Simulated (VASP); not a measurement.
These are LDA (Ceperley-Alder, Perdew-Zunger), VASP's LDA PAW potentials (set 64) (plane waves; VASP) values and carry that method's errors.

A VASP calculation is set up with these files.

KPOINTS:
```
K-points
0
G
 4 4 4
```

**POSCAR**
```
CsPbCl3
1
    5.5267393132     0.0000000000     0.0000000000
    0.0000000000     5.5267393132     0.0000000000
    0.0000000000     0.0000000000     5.5267393132
Cs Pb Cl
1 1 3
Direct
  0.0000000000   0.0000000000   0.0000000000
  0.5000000000   0.5000000000   0.5000000000
  0.5000000000   0.0000000000   0.5000000000
  0.0000000000   0.5000000000   0.5000000000
  0.5000000000   0.5000000000   0.0000000000
```

### INCAR
```
SYSTEM = CsPbCl3
PREC = Accurate
ENCUT = 400
EDIFF = 1E-8
NELM = 100
ALGO = Normal
LREAL = .FALSE.
LASPH = .TRUE.
ISMEAR = 0
SIGMA = 0.01
LMAXMIX = 4
LWAVE = .FALSE.
LCHARG = .FALSE.
LEPSILON = .TRUE.
```

POTCAR, in this order: Cs_sv Pb_d Cl (LDA.64 set). Program: vasp_std.

Output

**OSZICAR**
```
...
RMM:   1    -0.207283239602E+01   -0.20728E+01   -0.11495E+01   908   0.553E+00
RMM:   2    -0.221251529800E+01   -0.13968E+00   -0.93601E-02   854   0.132E+00
RMM:   3    -0.221710715622E+01   -0.45919E-02   -0.55168E-03   864   0.414E-01
RMM:   4    -0.221839506001E+01   -0.12879E-02   -0.19881E-03   885   0.157E-01
RMM:   5    -0.221852114855E+01   -0.12609E-03   -0.93403E-04   885   0.678E-02
RMM:   6    -0.221853776907E+01   -0.16621E-04   -0.11222E-04   885   0.345E-02
RMM:   7    -0.221853773653E+01    0.32538E-07   -0.57859E-06   882   0.188E-02
RMM:   8    -0.221853788397E+01   -0.14744E-06   -0.17348E-06   823   0.576E-03
RMM:   9    -0.221853790029E+01   -0.16320E-07   -0.32335E-06   804   0.375E-03
RMM:  10    -0.221853791008E+01   -0.97900E-08    0.30379E-06   767   0.271E-03
RMM:  11    -0.221853791723E+01   -0.71456E-08   -0.30563E-06   754   0.201E-03
RMM:  12    -0.221853792916E+01   -0.11938E-07   -0.27352E-06   772   0.187E-03
RMM:  13    -0.221853792141E+01    0.77587E-08   -0.11287E-06   766   0.179E-03
RMM:  14    -0.221853793122E+01   -0.98173E-08   -0.22302E-06   766   0.176E-03
RMM:  15    -0.221853792830E+01    0.29265E-08   -0.53880E-06   753   0.175E-03
 Linear response to external field (no local field effect), progress :
  Direction:   3
       N       E                     dE             d eps       ncg     rms          rms(c)
RMM:   1    -0.112790913221E+01   -0.11279E+01   -0.47493E+00   915   0.498E+00
RMM:   2    -0.118845780772E+01   -0.60549E-01   -0.69791E-02   846   0.122E+00
RMM:   3    -0.119001567615E+01   -0.15579E-02   -0.51643E-03   845   0.326E-01
RMM:   4    -0.119010096905E+01   -0.85293E-04   -0.48607E-04   874   0.130E-01
RMM:   5    -0.119011338940E+01   -0.12420E-04   -0.13809E-04   867   0.587E-02
RMM:   6    -0.119011627154E+01   -0.28821E-05   -0.72332E-05   867   0.301E-02
RMM:   7    -0.119011727446E+01   -0.10029E-05    0.25653E-05   856   0.129E-02
RMM:   8    -0.119011753279E+01   -0.25832E-06   -0.65835E-06   811   0.707E-03
RMM:   9    -0.119011763465E+01   -0.10186E-06    0.12756E-06   765   0.419E-03
RMM:  10    -0.119011764895E+01   -0.14304E-07   -0.25698E-06   739   0.261E-03
RMM:  11    -0.119011766040E+01   -0.11448E-07   -0.31247E-06   711   0.192E-03
RMM:  12    -0.119011766034E+01    0.55587E-10   -0.16039E-06   733   0.170E-03
RMM:  13    -0.119011766471E+01   -0.43652E-08   -0.24656E-06   740   0.160E-03
RMM:  14    -0.119011766381E+01    0.90201E-09   -0.19460E-06   733   0.156E-03
RMM:  15    -0.119011766683E+01   -0.30281E-08   -0.41593E-06   729   0.155E-03
 Linear response to external field, progress :
  Direction:   1
       N       E                     dE             d eps       ncg     rms          rms(c)
RMM:   1    -0.223514263005E+01   -0.22351E+01   -0.12572E+01  1646   0.553E+00
RMM:   2    -0.235436697418E+01   -0.11922E+00   -0.10098E-01  1517   0.131E+00    0.261E+00
RMM:   3    -0.219100663226E+01    0.16336E+00   -0.26067E-01  1393   0.245E+00    0.130E+00
RMM:   4    -0.221705885482E+01   -0.26052E-01   -0.24663E-01  1555   0.217E+00    0.368E-01
RMM:   5    -0.223363876747E+01   -0.16580E-01   -0.11578E-02  1541   0.644E-01    0.103E-01
RMM:   6    -0.224224123337E+01   -0.86025E-02   -0.13839E-03  1567   0.262E-01    0.357E-02
RMM:   7    -0.224354920655E+01   -0.13080E-02   -0.39812E-04  1567   0.115E-01    0.161E-02
RMM:   8    -0.224350420261E+01    0.45004E-04   -0.13969E-04  1568   0.560E-02    0.712E-03
RMM:   9    -0.224345293770E+01    0.51265E-04   -0.30917E-05  1590   0.243E-02    0.305E-03
RMM:  10    -0.224343298224E+01    0.19955E-04    0.75124E-06  1636   0.991E-03    0.924E-04
RMM:  11    -0.224341149226E+01    0.21490E-04   -0.33685E-06  1697   0.448E-03    0.527E-04
RMM:  12    -0.224340585219E+01    0.56401E-05   -0.15341E-06  1666   0.235E-03    0.169E-04
RMM:  13    -0.224340468288E+01    0.11693E-05   -0.15374E-06  1663   0.158E-03    0.627E-05
RMM:  14    -0.224340493818E+01   -0.25530E-06    0.50467E-07  1648   0.132E-03    0.139E-05
RMM:  15    -0.224340465397E+01    0.28421E-06    0.12494E-07  1433   0.120E-03    0.106E-05
RMM:  16    -0.224340458477E+01    0.69195E-07   -0.12217E-06  1383   0.116E-03    0.457E-06
 Linear response to external field, progress :
  Direction:   2
       N       E                     dE             d eps       ncg     rms          rms(c)
RMM:   1    -0.223517088881E+01   -0.22352E+01   -0.12573E+01  1646   0.553E+00
RMM:   2    -0.235436350348E+01   -0.11919E+00   -0.10083E-01  1514   0.131E+00    0.261E+00
RMM:   3    -0.219101655427E+01    0.16335E+00   -0.26123E-01  1387   0.245E+00    0.130E+00
RMM:   4    -0.221715076139E+01   -0.26134E-01   -0.25014E-01  1550   0.218E+00    0.369E-01
RMM:   5    -0.223340293562E+01   -0.16252E-01   -0.12074E-02  1540   0.643E-01    0.107E-01
RMM:   6    -0.224222913364E+01   -0.88262E-02   -0.14134E-03  1566   0.268E-01    0.359E-02
RMM:   7    -0.224345236362E+01   -0.12232E-02   -0.38384E-04  1569   0.113E-01    0.150E-02
RMM:   8    -0.224348186666E+01   -0.29503E-04   -0.75175E-05  1562   0.538E-02    0.698E-03
RMM:   9    -0.224338166902E+01    0.10020E-03   -0.46279E-05  1614   0.255E-02    0.285E-03
RMM:  10    -0.224340496589E+01   -0.23297E-04    0.41632E-06  1580   0.945E-03    0.846E-04
RMM:  11    -0.224338040972E+01    0.24556E-04   -0.39568E-06  1657   0.445E-03    0.532E-04
RMM:  12    -0.224337494486E+01    0.54649E-05   -0.30565E-06  1702   0.240E-03    0.113E-04
RMM:  13    -0.224337560137E+01   -0.65651E-06   -0.97291E-07  1569   0.152E-03    0.110E-04
RMM:  14    -0.224337572093E+01   -0.11957E-06    0.51423E-07  1638   0.127E-03    0.339E-05
RMM:  15    -0.224337549569E+01    0.22524E-06   -0.55865E-07  1456   0.115E-03    0.113E-05
RMM:  16    -0.224337537673E+01    0.11896E-06   -0.35197E-07  1415   0.112E-03    0.588E-06
 Linear response to external field, progress :
  Direction:   3
       N       E                     dE             d eps       ncg     rms          rms(c)
RMM:   1    -0.223539437678E+01   -0.22354E+01   -0.12575E+01  1645   0.552E+00
RMM:   2    -0.235436260502E+01   -0.11897E+00   -0.10127E-01  1515   0.132E+00    0.261E+00
RMM:   3    -0.219127533191E+01    0.16309E+00   -0.26157E-01  1388   0.245E+00    0.131E+00
RMM:   4    -0.221741356475E+01   -0.26138E-01   -0.25011E-01  1554   0.218E+00    0.368E-01
RMM:   5    -0.223362480039E+01   -0.16211E-01   -0.11913E-02  1537   0.640E-01    0.106E-01
RMM:   6    -0.224243969883E+01   -0.88149E-02   -0.13967E-03  1564   0.264E-01    0.355E-02
RMM:   7    -0.224366891369E+01   -0.12292E-02   -0.35036E-04  1568   0.110E-01    0.148E-02
RMM:   8    -0.224369640232E+01   -0.27489E-04   -0.18475E-05  1562   0.531E-02    0.676E-03
RMM:   9    -0.224359612220E+01    0.10028E-03   -0.30922E-05  1596   0.247E-02    0.277E-03
RMM:  10    -0.224361763228E+01   -0.21510E-04   -0.14542E-05  1592   0.999E-03    0.909E-04
RMM:  11    -0.224359829996E+01    0.19332E-04    0.45248E-06  1659   0.453E-03    0.403E-04
RMM:  12    -0.224358975935E+01    0.85406E-05   -0.47505E-07  1701   0.239E-03    0.132E-04
RMM:  13    -0.224359081632E+01   -0.10570E-05   -0.17813E-06  1565   0.152E-03    0.103E-04
RMM:  14    -0.224359083142E+01   -0.15107E-07   -0.20982E-06  1663   0.129E-03    0.464E-05
RMM:  15    -0.224359027510E+01    0.55632E-06   -0.96719E-07  1459   0.116E-03    0.131E-05
RMM:  16    -0.224359022394E+01    0.51166E-07   -0.54919E-07  1392   0.112E-03    0.972E-06
```

OUTCAR:
```
------------------------ aborting loop because EDIFF is reached ----------------------------------------

 HEAD OF MICROSCOPIC STATIC DIELECTRIC TENSOR (INDEPENDENT PARTICLE, excluding Hartree and local field effects)
 ------------------------------------------------------
           6.058408     0.000000    -0.000000
           0.000000     6.058408    -0.000000
           0.000000     0.000000     6.058408
 ------------------------------------------------------

 MACROSCOPIC STATIC DIELECTRIC TENSOR (including local field effects in DFT)
 ------------------------------------------------------
           5.594085     0.000000     0.000000
           0.000000     5.594085     0.000000
          -0.000000    -0.000000     5.594085
 ------------------------------------------------------

 PIEZOELECTRIC TENSOR (including local field effects)  for field in x, y, z        (e  Angst)
          XX          YY          ZZ          XY          YZ          ZX
  --------------------------------------------------------------------------------
  x     0.00000     0.00000     0.00000     0.00000     0.00000     0.00000
  y     0.00000     0.00000     0.00000     0.00000     0.00000     0.00000
  z     0.00000     0.00000     0.00000     0.00000     0.00000     0.00000

 PIEZOELECTRIC TENSOR (including local field effects)  for field in x, y, z        (C/m^2)
          XX          YY          ZZ          XY          YZ          ZX
  --------------------------------------------------------------------------------
  x     0.00000     0.00000     0.00000     0.00000     0.00000     0.00000
  y     0.00000     0.00000     0.00000     0.00000     0.00000     0.00000
  z     0.00000     0.00000     0.00000     0.00000     0.00000     0.00000

 BORN EFFECTIVE CHARGES (including local field effects) (in |e|, cummulative output)
 ---------------------------------------------------------------------------------
 ion    1
    1     1.47575     0.00000    -0.00000
    2    -0.00000     1.47575    -0.00000
    3     0.00000     0.00000     1.47575
 ion    2
    1     4.07389     0.00000    -0.00000
    2     0.00000     4.07389    -0.00000
    3     0.00000     0.00000     4.07389
 ion    3
    1    -0.35219     0.00000     0.00000
    2    -0.00000    -4.84527     0.00000
    3     0.00000    -0.00000    -0.35219
 ion    4
    1    -4.84527    -0.00000    -0.00000
    2     0.00000    -0.35219     0.00000
    3    -0.00000    -0.00000    -0.35219
 ion    5
    1    -0.35219     0.00000     0.00000
    2     0.00000    -0.35219    -0.00000
    3     0.00000    -0.00000    -4.84527
```
(Selected blocks of OUTCAR.)

The dielectric response may not be converged in the k-mesh; for small gaps it tends to come out too large.

The compound is CsPbCl3 in the cubic perovskite structure, the ideal cubic form; the compound distorts at low or room temperature. It was relaxed first.
